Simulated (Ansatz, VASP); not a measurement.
**Cross-check of CCl (Cl-CC-Cl chair monolayer) between VASP and Ansatz**

Wanted: the spread between two codes on one cell, functional and k mesh. Of the first pair: The structure shown is the start of the Ansatz relaxation below; VASP solves that cell, so the two are compared at the walk's first step.

Program: Ansatz 0.2.0. Level of theory: plane waves, with VASP 6.6.1 beside it; single point at PBEsol with D3(BJ). Results are calculated unless marked as measured.

### Step 1. Starting point

The cell holds 4 atoms: 2 Cl and 2 C. Cell: a = 2.508 Å, b = 2.508 Å, c = 31.933 Å, α = 90.0°, β = 90.0°, γ = 120.0°. Vacuum lies along c. The height across the vacuum is the one that the program set for its solve, not the one typed.

### Step 2. Ansatz: relaxation, PBEsol with D3(BJ)

Ansatz runs on its default PAW (the set named soft_2) files.

The two programs are compared at the cell with which this relaxation starts, whose forces are those of its first step.

Input file input.yaml:

```yaml
crystal:
  lattice:
    - [2.508, 0.0, 0.0]
    - [-1.254, 2.1719917127, 0.0]
    - [0.0, 0.0, 22.0666666667]
  atoms:
    - { symbol: Cl, position: [0.6666666667, 0.3333333333, 0.4078549849] }
    - { symbol: C, position: [0.6666666667, 0.3333333333, 0.4885196375] }
    - { symbol: C, position: [0.3333333333, 0.6666666667, 0.5114803625] }
    - { symbol: Cl, position: [0.3333333333, 0.6666666667, 0.5921450151] }
  periodic: [true, true, false]
kpoints:
  mp_grid: { grid: [18, 18, 1] }
hamiltonian:
  xc: pbesol
  dispersion: d3bj
scf:
  occupations: { method: fermi_dirac, width: 0.05 }
  convergence: { dr2_threshold: 1.0e-09 }
relax:
  f_tol: 0.004
  max_steps: 90
  cell: {}
output:
  write_potential: true
  write_density: true
  volumetric_format: npy
```

The run is started by

```bash
ansatz run input.yaml --threads 2 --pin off --max-ram 3072MiB --backend cpu --events-out ev --progress --plain --runs-dir out
```

Numbers of over 12 decimals in the logs are rounded to 6 here.

The log of the run:

```text
Warning: crystal.periodic: the lattice vector that does not repeat stood 0.000° off the slab's normal, 22.067 Å along it as the deck builds it. The run solves the slab on a vector along the normal, 31.933 Å long, with every atom where it was (on the deck's vector they left 18.00 Å outside them, and the widest stretch free of ions among them is 1.78 Å). A fractional position that the run reports is one of the run's ce [...]
Warning: relax.cell: scf.convergence.dr2_threshold = 1e-9 eV is looser than the 2.02151793544e-10 eV advised for a relaxation that steers and ends on the stress (1e-10 eV for each atom of the cell: 4, times the square of relax.cell.stress_2d_tol = 0.05 N/m over 14.1 Å (the atoms' height at the walk's start and 5 Å past either face), 3.555e-2 GPa, over a crystal's default 0.05). What an SCF threshold leaves in a stress goes as its square root, and in the free energy as the threshold itself, and one threshold admits the most on a small cell: [figures from the program's tests cut] Set scf.convergence.dr2_threshold to 2.02151793544e-10 eV or tighter. [rest of the remark cut]
crystal.periodic: the lattice vector that does not repeat stood 0.000° off the slab's normal, 22.067 Å along it as the deck builds it. The run solves the slab on a vector along the normal, 31.933 Å long, with every atom where it was (on the deck's vector they left 18.00 Å outside them, and the widest stretch free of ions among them is 1.78 Å). A fractional position that the run reports is one of the run's cell, which [...]
Engine: ansatz 0.2.0, aarch64-unknown-linux-gnu
Pseudopotentials: kind: paw
Pseudopotential: Cl, paw, valence charge 7, recommended cutoff 420 eV (normal), Cl.paw.azcp
Pseudopotential: C, paw, valence charge 4, recommended cutoff 420 eV (normal), C.paw.azcp
Functional definition: PBEsol
  exchange = pbesol_x
  correlation = pbesol_c
Crystal: 4 atoms, lattice volume = 173.952 Å³
Basis set: ecut = 420 eV, 3401 PW (Γ), exchange–correlation on 36×36×432 points (8 copies of the dense FFT grid, shifted against one another)
Bands: 15, of which v1, the nominal top of the filled ones, is band 11 counted from 1 (10 counted from 0)
Symmetry: 12 space group operations
[...]
Crystal: 4 atoms, lattice volume = 225.911 Å³
Basis set: ecut = 420 eV, 4451 PW (Γ), exchange–correlation on 40×40×432 points (8 copies of the dense FFT grid, shifted against one another)
iter 1 solved again at ethr=4.07e-6 eV; its pass at ethr=3.10e-3 eV (dr2=8.95e-4 eV) is discarded
SCF iter   1: F=—  HF=-2612.849815 eV  |F-HF|=—  |Δ(HF+E_count)|=         —  Δρ=5.84e-4  dr2=8.65e-4  ethr=4.07e-6  ⟨swp⟩=4.1  Hψ=5398  notcnv=0
preconditioner: auto → Resta (q_TF=auto, 1.851 Å⁻¹)  ε∞=1.9  [insulator: Δε(μ)=1.302 eV  Ē_g=12.441 eV  σ=0.050 eV  W_gap=1.00  n_scr=18 (ndim 8)  ℏωp=11.6 eV  f_vac=0.761  D(μ)=0.00/eV (n_scr^D=0)  ε∞_Penn≈1.9  vacuum switching on, ρ_ref=1.1e-2 e/Å³]
SCF iter   2: F=—  HF=-2612.849652 eV  |F-HF|=—  |Δ(HF+E_count)|=   1.64e-4  Δρ=2.73e-4  dr2=2.29e-4  ethr=3.93e-6  ⟨swp⟩=2.1  Hψ=781  notcnv=0
SCF iter   3: F=—  HF=-2612.849626 eV  |F-HF|=—  |Δ(HF+E_count)|=   2.62e-5  Δρ=1.36e-4  dr2=6.16e-5  ethr=1.04e-6  ⟨swp⟩=3.4  Hψ=1093  notcnv=0
SCF iter   4: F=—  HF=-2612.849616 eV  |F-HF|=—  |Δ(HF+E_count)|=   9.38e-6  Δρ=2.80e-5  dr2=1.01e-6  ethr=2.80e-7  ⟨swp⟩=2.8  Hψ=1023  notcnv=0
SCF iter   5: F=—  HF=-2612.849689 eV  |F-HF|=—  |Δ(HF+E_count)|=   7.24e-5  Δρ=2.94e-6  dr2=1.71e-8  ethr=4.58e-9  ⟨swp⟩=3.2  Hψ=1248  notcnv=0
SCF iter   6: F=-2612.849689 eV  HF=-2612.849689 eV  |F-HF|=6.14e-10  |Δ(HF+E_count)|=   1.46e-8  Δρ=7.36e-7  dr2=6.59e-10  ethr=4.55e-12  ⟨swp⟩=9.6  Hψ=5143  notcnv=0
SCF 10 converged in 6 iterations: F = -2612.849689 eV  dr2 = 6.59e-10
relax step  10: F+E_penalty+E_count = -2612.84968867 eV  Δ(F+E_penalty+E_count) = -3.153e-3 eV  max|allowed force component| = 1.692e-3 eV/Å  Δτ_max = 0.0012 Å  P = +0.152 N/m  Ω = 225.911 Å³  energy of the carried Pulay correction = -7.944e-4 eV  fix = [c, alpha, beta]  reactions: c +0.000 N/m  (6 SCF iters, accepted)
[...]
relax step  11: F+E_penalty+E_count = -2612.84963766 eV  Δ(F+E_penalty+E_count) = +5.101e-5 eV  max|allowed force component| = 1.697e-4 eV/Å  Δτ_max = 0.0001 Å  P = +0.005 N/m  Ω = 226.173 Å³  energy of the carried Pulay correction = -8.858e-4 eV  fix = [c, alpha, beta]  reactions: c +0.000 N/m  (5 SCF iters, accepted)
[...]
relax step  12: F+E_penalty+E_count = -2612.85051613 eV  Δ(F+E_penalty+E_count) = -8.785e-4 eV  max|allowed force component| = 1.383e-4 eV/Å  Δτ_max = 0.0000 Å  P = +0.008 N/m  Ω = 226.173 Å³  fix = [c, alpha, beta]  reactions: c +0.000 N/m  stress off target by 7.73e-3 N/m on what of the cell is left free  SCF on the basis re-selected at this cell (its energy is not comparable with the rows above)  (6 SCF iters)
basis re-selected at this cell: Δ(F+E_penalty+E_count) = -8.785e-4 eV, ΔP = +0.003 N/m vs the last step (what re-selecting the basis moved, of the pressure what is left beyond the Pulay correction that the steps carried, after the strain that the cell walked since its last selection, with what the two solves' SCF thresholds leave and, on support functions, any second-order correction that the steps lacked; it is no m [...]
SCF converged after 6 iterations
an eigenvalue changed by more than its tolerance at an iteration that met the thresholds in force, so the SCF went on 1 time: the last check found none over its tolerance
Free energy (F): -2612.850516 eV
Harris-Foulkes:  -2612.850516 eV  (|F-HF|=4.09e-12)
Internal energy: -2612.850516 eV  (E = F + TS)
E sigma→0 (E₀):  -2612.850516 eV
Entropy (-TS):   -0.000000 eV (-0.000 meV/atom)
Fermi energy:    -2.972497 eV
--- Per-component energies (eV) ---
  E_band       = -272.119102
  E_kinetic    = 497.331712
  E_local      = -38011.162991  (includes V_loc(G=0)·N_el)
  E_nonlocal   = 110.429855
  E_hartree    = 18748.738948
  E_xc         = -306.235735
  E_vxc        = -360.053858  (∫ρ·V_xc dr)
  E_paw        = -1472.725120  (= ΣΔE_a)
  E_vpaw       = -6.141957  (= ΣTr[D̂ρ^β])
  E_aug_tail   = 0.000199  (compensation charges beyond the density's cutoff)
  E_ewald      = 17821.004959
  E_disp       = -0.431409  (pairwise vdW)
  E_core_change = 0.199065  (= ΣΔE_core)
  E_smearing   = -0.000000  (= −TS)
  E_closure    = 0.000000  (closes the sum)
  Σ components = -2612.850516   (vs F -2612.850516, Δ=0.00e0)
--- Forces (eV/Å), atoms counted from 1 ---
  atom   1  Cl    -0.00000000    -0.00000000     0.00013833
  atom   2  C      0.00000000     0.00000000    -0.00001366
  atom   3  C      0.00000000    -0.00000000     0.00001366
  atom   4  Cl     0.00000000     0.00000000    -0.00013833
  max |Σ_I F_I| component: 9.25e-18 eV/Å
--- 2D stress c σ (N/m, compression-positive) ---
        0.007727       0.000000      -0.000000
        0.000000       0.007727       0.000000
       -0.000000       0.000000       0.000000
  P = ½ c Tr σ = 0.0077 N/m
--- Band table (eV; the first three rows and the last of 37) ---
  k-point 0: bands = [... 7 lower, -4.9206, -4.9206, -3.6485, -3.6485, -2.3322, -1.7268, -0.8670, 0.0372]
  k-point 1: bands = [... 7 lower, -5.1477, -4.9528, -3.8927, -3.6986, -2.2478, -1.5280, -0.8106, 0.0356]
  k-point 2: bands = [... 7 lower, -5.7387, -5.0537, -4.5429, -3.8397, -2.0572, -1.1699, -0.6808, 0.2125]
  k-point 36: bands = [... 7 lower, -9.5056, -8.3273, -8.3273, -8.0964, 0.3214, 0.3214, 1.2619, 2.9353]
  the weakly bound empty levels are not read free of the cell's end (no_gap_told)
--- Relaxed structure (10 steps of the walk, 10 accepted, 2 SCFs on fresh bases) ---
  F+E_penalty+E_count = -2612.85051613 eV   max|allowed force component| = 1.383e-4 eV/Å   (the final SCF, on the basis selected at the relaxed cell)
  cell:  # Å, volume = 226.1731 Å³
    - [2.859783, 0.0, 0]
    - [-1.429891, 2.476645, 0]
    - [0, 0, 31.933333]
  atoms:
    - { symbol: Cl, position: [0.666667, 0.333333, 0.283103] }
    - { symbol: C, position: [0.666667, 0.333333, 0.337711] }
    - { symbol: C, position: [0.333333, 0.666667, 0.353312] }
    - { symbol: Cl, position: [0.333333, 0.666667, 0.407920] }
```

In the SCF lines HF is the Harris–Foulkes energy and dr2 the Hartree energy of the density residual, in eV; the loop may stop once dr2 is under the threshold and the program's other checks hold. Hψ counts applications of the Hamiltonian.

### Step 3. VASP: single point, PBEsol with D3(BJ), start cell, pair 1

The same cell, functional, mesh and smearing now go to VASP, with its own data sets.

Lines of VASP's logs that name or quote its potential files are left out, and so is its time.

Input file INCAR:

```
SYSTEM = CCl
PREC = Accurate
ENCUT = 520
EDIFF = 1E-06
NELM = 120
ISMEAR = -1
SIGMA = 0.05
LREAL = .FALSE.
ALGO = Normal
GGA = PS
IVDW = 12
NBANDS = 17
LORBIT = 11
LWAVE = .FALSE.
LCHARG = .FALSE.
ISIF = 2
LDIPOL = .TRUE.
IDIPOL = 3
DIPOL = 0.5 0.5 0.346
LVHAR = .TRUE.
LASPH = .TRUE.
GGA_COMPAT = .FALSE.
EFERMI = MIDGAP
NELMDL = -8
```

Input file POSCAR:

```
CCl
1.0
    2.5080000000      0.0000000000      0.0000000000
   -1.2540000000      2.1719920000      0.0000000000
    0.0000000000      0.0000000000     31.9333330000
Cl C
2 2
Direct
    0.6666664366      0.3333331032      0.2818371637
    0.3333331032      0.6666664366      0.4091858185
    0.6666664366      0.3333331032      0.3375782917
    0.3333331032      0.6666664366      0.3534446906
```

Input file KPOINTS:

```
Automatic mesh
0
Gamma
18 18 1
0 0 0
```

The projector-augmented-wave data sets are Cl and C (PBE family, release 64).

The run is started by

```bash
mpirun -np 1 vasp_std
```

The log of the run:

```text
[banner, memory and clock lines left out]
running    1 mpi-ranks, on    1 nodes
 distrk:  each k-point on    1 cores,    1 groups
 distr:  one band on    1 cores,    1 groups

 POSCAR found type information on POSCAR ClC
 POSCAR found :  2 types and       4 ions
|                                                                             |
|               ----> ADVICE to this user running VASP <----                  |
|                                                                             |
|     You enforced a specific xc type in the INCAR file but a different       |
|     [... a line on the potential file left out ...]
|     I HOPE YOU KNOW WHAT YOU ARE DOING!                                     |
|                                                                             |

 LDA part: xc-table for (Slater+PW92), standard interpolation
 POSCAR, INCAR and KPOINTS ok, starting setup
 FFT: planning ... GRIDC
 FFT: planning ... GRID_SOFT
 FFT: planning ... GRID
 WAVECAR not read
 entering main loop
       N       E                     dE             d eps       ncg     rms          rms(c)
DAV:   1     0.217634137052E+03    0.21763E+03   -0.86527E+03  1258   0.998E+02
DAV:   2     0.587485316960E+01   -0.21176E+03   -0.19338E+03  1965   0.211E+02
DAV:   3    -0.188955539438E+02   -0.24770E+02   -0.24572E+02  1714   0.928E+01
DAV:   4    -0.193361423821E+02   -0.44059E+00   -0.43467E+00  1728   0.147E+01
DAV:   5    -0.193495564901E+02   -0.13414E-01   -0.13399E-01  1964   0.229E+00
DAV:   6    -0.193497935821E+02   -0.23709E-03   -0.23693E-03  1907   0.254E-01
DAV:   7    -0.193497992390E+02   -0.56569E-05   -0.56564E-05  2033   0.342E-02
DAV:   8    -0.193497994909E+02   -0.25187E-06   -0.25171E-06  1762   0.548E-03    0.273E+01
DAV:   9    -0.186193467260E+02    0.73045E+00   -0.98029E-01  1724   0.826E+00    0.148E+01
DAV:  10    -0.184704678877E+02    0.14888E+00   -0.94509E-01  1868   0.655E+00    0.309E+00
DAV:  11    -0.184716139994E+02   -0.11461E-02   -0.31890E-02  1809   0.118E+00    0.631E-01
DAV:  12    -0.184655211171E+02    0.60929E-02   -0.14931E-02  1642   0.844E-01    0.254E-01
DAV:  13    -0.184656763174E+02   -0.15520E-03   -0.14156E-03  1827   0.267E-01    0.553E-02
DAV:  14    -0.184657286215E+02   -0.52304E-04   -0.69187E-05  1762   0.704E-02    0.429E-02
DAV:  15    -0.184658097289E+02   -0.81107E-04   -0.42736E-05  1683   0.395E-02    0.151E-02
DAV:  16    -0.184658901206E+02   -0.80392E-04   -0.32516E-05  1663   0.228E-02    0.112E-02
DAV:  17    -0.184659096316E+02   -0.19511E-04   -0.42036E-06  1756   0.121E-02    0.991E-03
DAV:  18    -0.184659538897E+02   -0.44258E-04   -0.58488E-06  1530   0.111E-02    0.757E-03
DAV:  19    -0.184659605969E+02   -0.67072E-05   -0.72336E-07  1425   0.398E-03    0.297E-03
DAV:  20    -0.184659738883E+02   -0.13291E-04   -0.58581E-07  1280   0.243E-03    0.197E-03
DAV:  21    -0.184659797455E+02   -0.58572E-05   -0.21414E-07  1357   0.117E-03    0.101E-03
DAV:  22    -0.184659840231E+02   -0.42777E-05   -0.20293E-07  1381   0.831E-04    0.114E-03
DAV:  23    -0.184659842452E+02   -0.22204E-06   -0.62965E-09  1323   0.332E-04
   1 F= -.19027712E+02 E0= -.19024799E+02  d E =-.582607E-02
```

From OUTCAR (step 3):

```text
ion  position               nearest neighbor table
   1  0.667  0.333  0.282-   3 1.78
   2  0.333  0.667  0.409-   4 1.78
   3  0.667  0.333  0.338-   4 1.53   4 1.53   4 1.53   1 1.78
   4  0.333  0.667  0.353-   3 1.53   3 1.53   3 1.53   2 1.78

  LATTYP: Found a hexagonal cell.
 ALAT       =     2.5080000000
 C/A-ratio  =    12.7325889155

 Subroutine GETGRP returns: Found 12 space group operations
 (whereof  6 operations were pure point group operations)

The static configuration has the point symmetry C_3v.
 The point group associated with its full space group is D_3d.

 Found     37 irreducible k-points:

   k-points           NKPTS =     37   k-points in BZ     NKDIM =     37   number of bands    NBANDS=     17

   dimension x,y,z NGX =    20 NGY =   20 NGZ =  240
   dimension x,y,z NGXF=    40 NGYF=   40 NGZF=  480

   ENCUT  =  520.0 eV  38.22 Ry    6.18 a.u.   4.66  4.66 59.37*2*pi/ulx,y,z

   NELECT =      22.0000    total number of electrons

 k-points in reciprocal lattice and weights: Automatic mesh
   0.00000000  0.00000000  0.00000000       0.003
   0.05555556  0.00000000  0.00000000       0.019
   0.11111111  0.00000000  0.00000000       0.019
   0.16666667  0.00000000  0.00000000       0.019
   0.22222222  0.00000000  0.00000000       0.019
   0.27777778  0.00000000  0.00000000       0.019
   0.33333333  0.00000000  0.00000000       0.019
   0.38888889  0.00000000  0.00000000       0.019
   0.44444444  0.00000000  0.00000000       0.019
[...]
0.33333333  0.27777778  0.00000000       0.037
   0.33333333  0.33333333  0.00000000       0.006

 dipolmoment           0.000000      0.000000      0.000001 electrons x Angstroem

 average (electrostatic) potential at core
       1 -98.0532       2 -98.0532       3 -58.4436       4 -58.4436

 E-fermi :  -0.1470

 k-point     1 :       0.0000    0.0000    0.0000
  band No.  band energies     occupation
    ...
      4     -12.6382      2.00000
      5      -8.3602      2.00000
      6      -4.7094      2.00000
      7      -4.7094      2.00000
      8      -1.5647      2.00000
      9       0.1845      0.00264
     10       0.1845      0.00264
     11       1.0050      0.00000
     12       1.0050      0.00000
     13       1.7137      0.00000
    ...

 k-point     2 :       0.0556    0.0000    0.0000
  band No.  band energies     occupation
    ...
      5      -8.3203      2.00000
      6      -5.0948      2.00000
      7      -4.8669      2.00000
      8      -1.4908      2.00000
      9      -0.3144      1.93208
     10       0.0984      0.01467
     11       0.6008      0.00000
     12       0.8945      0.00000
     13       1.8515      0.00000
     14       2.8569      0.00000
    ...

 k-point     3 :       0.1111    0.0000    0.0000
  band No.  band energies     occupation
    ...
      7      -5.2805      2.00000
      8      -1.4869      2.00000
      9      -1.3371      2.00000
     10      -0.3770      1.98009
     11      -0.1572      1.10205
     12       0.5935      0.00000
     13       2.1001      0.00000
     14       3.1427      0.00000
     15       3.4812      0.00000
     16       3.8290      0.00000
    ...

 Edisp (eV)   -0.56173

  Total      16.50147    16.50147     2.20183     0.00000     0.00000    -0.00000
  in kB     151.98585   151.98589    20.27983     0.00000     0.00000    -0.00000
  external pressure =      108.08 kB  Pullay stress =        0.00 kB

  energy-cutoff  :      520.00
  volume of cell :      173.95
      direct lattice vectors                 reciprocal lattice vectors
     2.508000000  0.000000000  0.000000000     0.398724083  0.230203426  0.000000000
    -1.254000000  2.171992000  0.000000000     0.000000000  0.460406852  0.000000000
     0.000000000  0.000000000 31.933333000     0.000000000  0.000000000  0.031315240

 POSITION                                       TOTAL-FORCE (eV/Angst)
 -----------------------------------------------------------------------------------
      1.25400      0.72400      9.00000         0.000000      0.000000     -0.788541
     -0.00000      1.44799     13.06667        -0.000000     -0.000000      0.788541
      1.25400      0.72400     10.78000        -0.000000      0.000000      1.910266
     -0.00000      1.44799     11.28667         0.000000      0.000000     -1.910266
 -----------------------------------------------------------------------------------
    total drift:                                0.000631      0.001094     -0.000015

  FREE ENERGIE OF THE ION-ELECTRON SYSTEM (eV)
  ---------------------------------------------------
  free  energy   TOTEN  =       -19.0277121547 eV

  energy  without entropy=      -19.0218860837  energy(sigma->0) =      -19.02479912

 vacuum level on the upper side and lower side of the slab         3.138         3.138

 total charge
# of ion       s       p       d       tot
------------------------------------------
    1        1.633   3.509   0.000   5.142
    2        1.633   3.509   0.000   5.142
    3        0.826   1.681   0.000   2.508
    4        0.826   1.681   0.000   2.508
--------------------------------------------------
tot          4.918  10.382   0.000  15.300

[... 3 further parts left out ...]
```

### Step 4. Comparison

Known differences besides the potentials themselves: Ansatz cuts the interaction across the vacuum, VASP repeats the sheet with a dipole correction; the cutoff is 420 eV in Ansatz and 520 eV in VASP; Ansatz makes its cores anew for this functional, VASP keeps those of its PBE data sets. Total energies have different zeros and are not compared.

Forces (eV/Å; atoms numbered as in POSCAR):

| atom | Ansatz x, y, z | VASP x, y, z |
| --- | --- | --- |
| Cl1 | 0.000, 0.000, -0.893 | 0.000, 0.000, -0.789 |
| Cl2 | 0.000, 0.000, 0.893 | 0.000, 0.000, 0.789 |
| C3 | 0.000, 0.000, 2.045 | 0.000, 0.000, 1.910 |
| C4 | 0.000, 0.000, -2.045 | 0.000, 0.000, -1.910 |

The forces differ by 70 meV/Å r.m.s., which is 8.3 % of the r.m.s. force of 0.844 eV/Å (both taken over all components). With vacuum in the cell, a pressure given here is an average over mostly empty space and none of the material.

[end of part 1 of 2]

[Lines on the potential files, build, host, timing and source positions are cut from VASP's logs without a mark.]

[Logs are printed without paths, hosts, clocks, repeated set-up lines and the standing remarks that a program may print on its own settings, such as how far it seeks lower states.]

[Hosts, paths, dates, database ids (printed as entryN), source tags and the programs' standing remarks are cut or masked in the printed files.]
